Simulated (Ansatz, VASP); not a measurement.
**One calculation of ZnCSe3, two programs**

Contents of INCAR:

```
SYSTEM = ZnCSe3
  PREC = Accurate
  ENCUT = 520
  EDIFF = 1E-6
  ISMEAR = 0
  SIGMA = 0.05
  LREAL = .False.
  LASPH = .True.
  NELM = 100
  ALGO = Fast
  ISIF = 2
  LWAVE = .False.
  LCHARG = .False.
  GGA = PE
  NBANDS = 25
```

KPOINTS

```
Automatic mesh
0
Gamma
  4 4 4
  0 0 0
```

The input POSCAR:

```
ZnCSe3
1.0
    4.5600000000      0.0000000000      0.0000000000
    0.0000000000      4.5600000000      0.0000000000
    0.0000000000      0.0000000000      4.5600000000
Zn C Se
1 1 3
Direct
    0.0000000000      0.0000000000      0.0000000000
    0.5000000000      0.5000000000      0.5000000000
    0.5000000000      0.5000000000      0.0000000000
    0.5000000000      0.0000000000      0.5000000000
    0.0000000000      0.5000000000      0.5000000000
```

Input for Ansatz:

```yaml
crystal:
  lattice:
    - [4.56, 0.0, 0.0]
    - [0.0, 4.56, 0.0]
    - [0.0, 0.0, 4.56]
  atoms:
    - { symbol: Zn, position: [0.0, 0.0, 0.0] }
    - { symbol: C, position: [0.5, 0.5, 0.5] }
    - { symbol: Se, position: [0.5, 0.5, 0.0] }
    - { symbol: Se, position: [0.5, 0.0, 0.5] }
    - { symbol: Se, position: [0.0, 0.5, 0.5] }
basis:
  ecutwfc: 420
kpoints:
  mp_grid: { grid: [4, 4, 4] }
hamiltonian:
  xc: pbe
scf:
  occupations: { method: gaussian, width: 0.05 }
output:
  forces: true
  stress: true
  eigenvalues: true
```

The cell comes from a database or a generator and needn't be the stable form of this composition.

Alike in both runs: task single point; functional PBE; k mesh 4 × 4 × 4; occupations gaussian, width 0.05 eV; no spin polarisation.

```csv
,VASP,Ansatz
version,VASP 6.6.1,Ansatz 0.2.0
potentials or method,"VASP PAW PBE potentials, release 64 (Zn, C, Se)","scalar-relativistic, plane waves, PAW"
plane-wave cutoff (eV),520,420
valence electrons in the cell,34,64
```

```csv
,VASP,Ansatz,Ansatz less VASP
gap on the k mesh at the Fermi level (eV),none,none,-
pressure (GPa),-3.9,-4.0,-0.04
```

A gap of «none» marks a metal or a gap that the smearing closes. The two sets of potentials don't hold the same shells in valence.
